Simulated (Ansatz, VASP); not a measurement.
# Hf11Ti19O60 (amorphous 37HfO2-63TiO2 (mol %)): VASP beside Ansatz

One calculation is typed for both programs; each brings its own data sets. How far apart do they land? The cell is taken from a series of runs on this material, whose earlier steps may have relaxed, scaled, displaced or heated it; both programs get it as it stands.

Calculated with Ansatz 0.2.0; plane waves, with VASP 6.6.1 beside it; single point at RPBE.

## (1) Starting point

The cell holds 90 atoms: 11 Hf, 19 Ti and 60 O. Cell: a = 10.556 Å, b = 10.556 Å, c = 10.556 Å, α = 90.0°, β = 90.0°, γ = 90.0°. As first built, before any earlier steps moved the atoms (in the runner's words): 90 atoms (11 Zr, 19 Ti, 60 O) placed at random at 4.16 g/cm^3, melted at 5000 K for 10 ps at fixed volume with the Morse and Coulomb pair potential with partial charges (Pedone, Malavasi, Menziani, Cormack and Segre, J. Phys. Chem. B 110, 11780 (2006)). Quenched from 5000 K to 300 K at 200 K/ps and fixed volume, held 10 ps at zero pressure, then minimised at fixed cell. Then Zr was replaced by Hf and the cell scaled by 1.008 (the potential has no terms for the new elements, so the cell is a start for a DFT relaxation). The cell carries charge +1.

## (2) Ansatz: single point, RPBE

Ansatz runs on its default PAW (the set named soft_2) files.

With cell and atoms fixed, the geometry can't cause a difference; cores, projectors, grids and the points listed under the comparison can.

File input.yaml:

```yaml
crystal:
  lattice:
    - [10.55605, 0.0, 0.0]
    - [0.0, 10.55605, 0.0]
    - [0.0, 0.0, 10.55605]
  atoms:
    - { symbol: Hf, position: [0.83603, 0.2806, 0.45837] }
    - { symbol: Hf, position: [0.08592, 0.18636, 0.65296] }
    - { symbol: Hf, position: [0.26255, 0.33528, 0.15479] }
    - { symbol: Hf, position: [0.86108, 0.95702, 0.62091] }
    - { symbol: Hf, position: [0.99424, 0.11319, 0.16105] }
    - { symbol: Hf, position: [0.90155, 0.41354, 0.9158] }
    - { symbol: Hf, position: [0.05867, 0.73877, 0.70011] }
    - { symbol: Hf, position: [0.27564, 0.66134, 0.23634] }
    - { symbol: Hf, position: [0.34209, 0.99524, 0.1525] }
    - { symbol: Hf, position: [0.71309, 0.63714, 0.68216] }
    - { symbol: Hf, position: [0.75495, 0.08024, 0.93555] }
    - { symbol: Ti, position: [0.5857, 0.3238, 0.05324] }
    - { symbol: Ti, position: [0.57481, 0.73646, 0.39615] }
    - { symbol: Ti, position: [0.53592, 0.43543, 0.34807] }
    - { symbol: Ti, position: [0.59128, 0.05312, 0.62247] }
    - { symbol: Ti, position: [0.6939, 0.75929, 0.09449] }
    - { symbol: Ti, position: [0.10122, 0.00164, 0.90033] }
    - { symbol: Ti, position: [0.41481, 0.39655, 0.64472] }
    - { symbol: Ti, position: [0.39244, 0.13795, 0.86885] }
    - { symbol: Ti, position: [0.15882, 0.46056, 0.74362] }
    - { symbol: Ti, position: [0.31907, 0.1078, 0.42718] }
    - { symbol: Ti, position: [0.01246, 0.68733, 0.00383] }
    - { symbol: Ti, position: [0.08187, 0.48428, 0.43468] }
    - { symbol: Ti, position: [0.3857, 0.73064, 0.65626] }
    - { symbol: Ti, position: [0.12393, 0.89694, 0.41138] }
    - { symbol: Ti, position: [0.82736, 0.47689, 0.20994] }
    - { symbol: Ti, position: [0.67245, 0.02556, 0.25922] }
    - { symbol: Ti, position: [0.41225, 0.57144, 0.94737] }
    - { symbol: Ti, position: [0.51027, 0.84985, 0.8881] }
    - { symbol: Ti, position: [0.70309, 0.34907, 0.71226] }
    - { symbol: O, position: [0.32097, 0.52777, 0.08969] }
    - { symbol: O, position: [0.91703, 0.13448, 0.56049] }
    - { symbol: O, position: [0.47315, 0.60286, 0.3258] }
    - { symbol: O, position: [0.46797, 0.08861, 0.5076] }
    - { symbol: O, position: [0.23323, 0.33602, 0.63907] }
    - { symbol: O, position: [0.28675, 0.18932, 0.27393] }
    - { symbol: O, position: [0.79468, 0.26273, 0.84513] }
    - { symbol: O, position: [0.0458, 0.58329, 0.8483] }
    - { symbol: O, position: [0.39684, 0.96971, 0.9679] }
    - { symbol: O, position: [0.5155, 0.06364, 0.21151] }
    - { symbol: O, position: [0.79284, 0.06055, 0.13692] }
    - { symbol: O, position: [0.57529, 0.47508, 0.68626] }
    - { symbol: O, position: [0.00982, 0.8541, 0.54124] }
    - { symbol: O, position: [0.95377, 0.08104, 0.96893] }
    - { symbol: O, position: [0.70544, 0.4036, 0.34845] }
    - { symbol: O, position: [0.46098, 0.79618, 0.50456] }
    - { symbol: O, position: [0.04174, 0.33502, 0.7948] }
    - { symbol: O, position: [0.08926, 0.56861, 0.6045] }
    - { symbol: O, position: [0.75865, 0.35981, 0.07585] }
    - { symbol: O, position: [0.81024, 0.41987, 0.60128] }
    - { symbol: O, position: [0.48627, 0.35589, 0.20221] }
    - { symbol: O, position: [0.57677, 0.75353, 0.7363] }
    - { symbol: O, position: [0.352, 0.5688, 0.61969] }
    - { symbol: O, position: [0.23262, 0.80545, 0.65232] }
    - { symbol: O, position: [0.49129, 0.99427, 0.76076] }
    - { symbol: O, position: [0.1802, 0.07972, 0.52578] }
    - { symbol: O, position: [0.45026, 0.35891, 0.47767] }
    - { symbol: O, position: [0.65862, 0.84007, 0.26139] }
    - { symbol: O, position: [0.58859, 0.17325, 0.96516] }
    - { symbol: O, position: [0.67433, 0.2162, 0.60398] }
    - { symbol: O, position: [0.94374, 0.5209, 0.07226] }
    - { symbol: O, position: [0.73237, 0.14244, 0.36831] }
    - { symbol: O, position: [0.30085, 0.47508, 0.84137] }
    - { symbol: O, position: [0.03528, 0.32907, 0.49481] }
    - { symbol: O, position: [0.12748, 0.70357, 0.11976] }
    - { symbol: O, position: [0.08848, 0.27871, 0.11187] }
    - { symbol: O, position: [0.36883, 0.8101, 0.17415] }
    - { symbol: O, position: [0.55572, 0.69561, 0.0023] }
    - { symbol: O, position: [0.9106, 0.2544, 0.27633] }
    - { symbol: O, position: [0.68382, 0.65229, 0.49224] }
    - { symbol: O, position: [0.22281, 0.11115, 0.81425] }
    - { symbol: O, position: [0.29176, 0.95693, 0.35069] }
    - { symbol: O, position: [0.85781, 0.76374, 0.03965] }
    - { symbol: O, position: [0.782, 0.51853, 0.82477] }
    - { symbol: O, position: [0.45039, 0.25376, 0.7486] }
    - { symbol: O, position: [0.21075, 0.46857, 0.31164] }
    - { symbol: O, position: [0.72214, 0.60474, 0.18834] }
    - { symbol: O, position: [0.34981, 0.23057, 0.01506] }
    - { symbol: O, position: [0.94121, 0.51636, 0.34553] }
    - { symbol: O, position: [0.15928, 0.02014, 0.07551] }
    - { symbol: O, position: [0.02637, 0.97937, 0.29913] }
    - { symbol: O, position: [0.65515, 0.90849, 0.98053] }
    - { symbol: O, position: [0.01522, 0.021, 0.74108] }
    - { symbol: O, position: [0.53569, 0.44468, 0.94779] }
    - { symbol: O, position: [0.74422, 0.01537, 0.75934] }
    - { symbol: O, position: [0.8601, 0.76192, 0.70132] }
    - { symbol: O, position: [0.69266, 0.94685, 0.5259] }
    - { symbol: O, position: [0.16453, 0.73199, 0.37407] }
    - { symbol: O, position: [0.37313, 0.7237, 0.85225] }
    - { symbol: O, position: [0.0777, 0.82439, 0.88357] }
total_charge: 1
kpoints:
  mp_grid: { grid: [1, 1, 1] }
hamiltonian:
  xc: rpbe
scf:
  occupations: { method: fermi_dirac, width: 0.01 }
  lower_state_search: "off"
output:
  forces: true
  stress: true
  populations: true
  dos:
    method: { smearing: { sigma: 0.08 } }
    de: 0.1
    projected: { site_lists: { Hf: [Hf], O: [O], Ti: [Ti] } }
  eigenvalues: true
  write_density: true
  write_potential: true
  volumetric_format: npy
magnetization:
  spin_polarized: true
  initial_magnetization: 1
```

Started as:

```sh
$ ansatz run input.yaml --threads 4 --pin off --max-ram 8192MiB --backend cpu --events-out ev --progress --plain --runs-dir out
```

Numbers of over 12 decimals in the logs are rounded to 6 here.

The program printed:

```text
Engine: ansatz 0.2.0, x86_64-unknown-linux-gnu
Pseudopotentials: kind: paw
Pseudopotential: Hf, paw, valence charge 26, recommended cutoff 420 eV (normal), Hf.paw.azcp
Pseudopotential: Ti, paw, valence charge 12, recommended cutoff 420 eV (normal), Ti.paw.azcp
Pseudopotential: O, paw, valence charge 6, recommended cutoff 420 eV (normal), O.paw.azcp
Functional definition: RPBE
  parameter kappa = 0.804
  parameter beta = 0.066725
  exchange = rpbe_x(kappa = kappa, mu = beta*pi^2/3)
  correlation = pbe_c(beta = beta)
Crystal: 90 atoms, lattice volume = 1176.263 Å³
Basis set: ecut = 420 eV, 22983 PW (Γ), exchange–correlation on 144×144×144 points (8 copies of the dense FFT grid, shifted against one another)
Bands: 527, of which v1, the nominal top of the filled ones, is band 437 counted from 1 (436 counted from 0)
Symmetry: 1 space group operations
Space group: P1 (ITA 1), of the structure as read, at distance tolerance 1.1e-4 Å
Magnetic group: BNS 1.1 (UNI 1), of the structure as read, at distance tolerance 1.1e-4 Å
k-points: 1
Non-local potential: Hf, projectors of the file, l = 0: 3, l = 1: 2, l = 2: 2, l = 3: 3
Non-local potential: Ti, projectors of the file, l = 0: 3, l = 1: 2, l = 2: 3, l = 3: 1
Non-local potential: O, projectors of the file, l = 0: 2, l = 1: 2, l = 2: 1
PAW form: soft (Blöchl's): semilocal exchange-correlation on the pseudo side does not see the compensation charge
PAW frozen core: Hf, regenerated for the run's functional, and the local potential with it (the file was generated under x = pbe(κ = 0.804, μ = 0.219515), c = pbe(β = 0.066725))
PAW frozen core: Ti, regenerated for the run's functional, and the local potential with it (the file was generated under x = pbe(κ = 0.804, μ = 0.219515), c = pbe(β = 0.066725))
PAW frozen core: O, regenerated for the run's functional, and the local potential with it (the file was generated under x = pbe(κ = 0.804, μ = 0.219515), c = pbe(β = 0.066725))
PAW one-centre angular grid: Hf, 590 points (default); XC on 64 Gauss nodes
PAW one-centre angular grid: Ti, 590 points (default); XC on 64 Gauss nodes
PAW one-centre angular grid: O, 110 points (default); XC on 64 Gauss nodes
Initial density: superposition of atomic densities (chi_scale 0.1, normalization cell, long waves 10 % of neutral atoms scaled as one to the charged cell's electrons (reshape's long-wave potential 1.10 eV rms, cloud 2.41 Å wide))
Starting moments: Σ|m| = 1 μB on 90 of 90 sites
Initial wavefunctions: pseudopotential atomic-orbital guess
Functional: x = rpbe, c = pbe(β = 0.066725)
SCF iter   1: F=—  HF=-254987.881606 eV  |F-HF|=—  |Δ(HF+E_count)|=         —  Δρ=4.85e-2 (↑4.80e-2 ↓4.85e-2)  dr2=2.93e2  dr2_m=7.52e-2  M=1.000 μB ∫|m|=1.053 μB  β_m=1.00  ethr=3.10e-3  ⟨swp⟩=5.0  Hψ=3459  notcnv=0  defer=144
preconditioner: auto → Resta (q_TF=auto, 2.596 Å⁻¹)  ε∞=5.5  [insulator: Δε(μ)=0.047 eV  Ē_g=12.841 eV  σ=0.010 eV  W_gap=0.83  n_scr=364 (ndim 8)  ℏωp=27.2 eV  f_vac=0.034  D(μ)=28.08/eV (n_scr^D=178)  ε∞_Penn≈5.5]
spin=Collinear: Resta preconditioning applied to the charge; magnetization (m = ρ↑ − ρ↓) channel mixes plain (no charge-response kernel on spin).
SCF iter   2: F=—  HF=-254951.769969 eV  |F-HF|=—  |Δ(HF+E_count)|=         —  Δρ=2.95e-2 (↑2.82e-2 ↓2.95e-2)  dr2=6.81e1  dr2_m=7.23e-2  M=0.241 μB ∫|m|=0.463 μB  β_m=0.30  ethr=3.10e-3  ⟨swp⟩=3.0  Hψ=2110  notcnv=0  defer=168
Mixer restart at iter 2: flushing history
preconditioner: auto → Kerker (q_TF=auto, 2.596 Å⁻¹)  [metal: Δε(μ)=0.010 eV  Ē_g=12.165 eV  σ=0.010 eV  W_gap=0.24  n_scr=364 (ndim 8)  ℏωp=27.2 eV  f_vac=0.039  D(μ)=47.10/eV (n_scr^D=388)]
spin=Collinear: Kerker preconditioning applied to the charge; magnetization (m = ρ↑ − ρ↓) channel mixes plain (no charge-response kernel on spin).
SCF iter   3: F=—  HF=-254945.100241 eV  |F-HF|=—  |Δ(HF+E_count)|=    6.67e0  Δρ=2.16e-2 (↑2.13e-2 ↓2.16e-2)  dr2=4.53e1  dr2_m=9.48e-2  M=0.853 μB ∫|m|=0.993 μB  β_m=0.30  ethr=3.10e-3  ⟨swp⟩=2.0  Hψ=1222  notcnv=0  defer=172
SCF iter   4: F=—  HF=-254936.706524 eV  |F-HF|=—  |Δ(HF+E_count)|=    8.39e0  Δρ=1.30e-2 (↑9.42e-3 ↓1.30e-2)  dr2=1.33e1  dr2_m=3.31e-1  M=0.999 μB ∫|m|=1.171 μB  β_m=0.30  ethr=3.10e-3  ⟨swp⟩=3.0  Hψ=2982  notcnv=0  defer=172
SCF iter   5: F=—  HF=-254935.276611 eV  |F-HF|=—  |Δ(HF+E_count)|=    1.43e0  Δρ=8.41e-3 (↑7.25e-3 ↓8.41e-3)  dr2=5.41e0  dr2_m=1.83e-1  M=1.000 μB ∫|m|=1.158 μB  β_m=0.30  ethr=1.52e-3  ⟨swp⟩=3.0  Hψ=1768  notcnv=0  defer=172
SCF iter   6: F=—  HF=-254935.460208 eV  |F-HF|=—  |Δ(HF+E_count)|=   1.84e-1  Δρ=6.18e-3 (↑6.18e-3 ↓5.85e-3)  dr2=3.08e0  dr2_m=1.05e-1  M=1.000 μB ∫|m|=1.153 μB  β_m=0.30  ethr=6.20e-4  ⟨swp⟩=3.0  Hψ=1227  notcnv=0  defer=170
[...]
k-point 0 ↓: bands = [... 433 lower, 7.8342, 7.8466, 7.9190, 8.7125, 10.7773, 10.8765, 10.9359, 11.0165, ... 86 higher]
--- Löwdin populations: 90 sites ---
  site symbol       q [e]    m [muB]
     0     Hf     24.5479    -0.0278
     1     Hf     24.4925    -0.0001
     2     Hf     24.5027    -0.0010
     3     Hf     24.5273    -0.0004
     4     Hf     24.4768    -0.0208
     5     Hf     24.5419    -0.0005
     6     Hf     24.5198    -0.0001
     7     Hf     24.5372     0.0000
     8     Hf     24.5337    -0.0003
     9     Hf     24.5008    -0.0002
    10     Hf     24.5061    -0.0007
    11     Ti     10.6407    -0.0007
    12     Ti     10.6483    -0.0004
    13     Ti     10.6294    -0.0005
    14     Ti     10.6299    -0.0026
    15     Ti     10.6078    -0.0005
    16     Ti     10.5835    -0.0004
    17     Ti     10.6490    -0.0001
    18     Ti     10.6127    -0.0005
    19     Ti     10.6625    -0.0002
    20     Ti     10.6435    -0.0004
    21     Ti     10.6246    -0.0001
    22     Ti     10.6070     0.0000
    23     Ti     10.6646    -0.0001
[...]
82      O      6.6647     0.0003
    83      O      6.5555     0.0003
    84      O      6.6606     0.0030
    85      O      6.6965     0.0005
    86      O      6.6445     0.0301
    87      O      6.6405     0.0001
    88      O      6.6841     0.0003
    89      O      6.6753     0.0001
  spilling = 0.003020 (of n_electrons = 873.000000)
```

In the SCF lines HF is the Harris–Foulkes energy and dr2 the Hartree energy of the density residual, in eV; the loop may stop once dr2 is under the threshold and the program's other checks hold. Hψ counts applications of the Hamiltonian.

(Continued in part 2 of 2.)

[Lines on the potential files, build, host, timing and source positions are cut from VASP's logs without a mark.]

[Logs are printed without paths, hosts, clocks, repeated set-up lines and the standing remarks that a program may print on its own settings, such as how far it seeks lower states.]

[Hosts, paths, dates, database ids (printed as entryN), source tags and the programs' standing remarks are cut or masked in the printed files.]
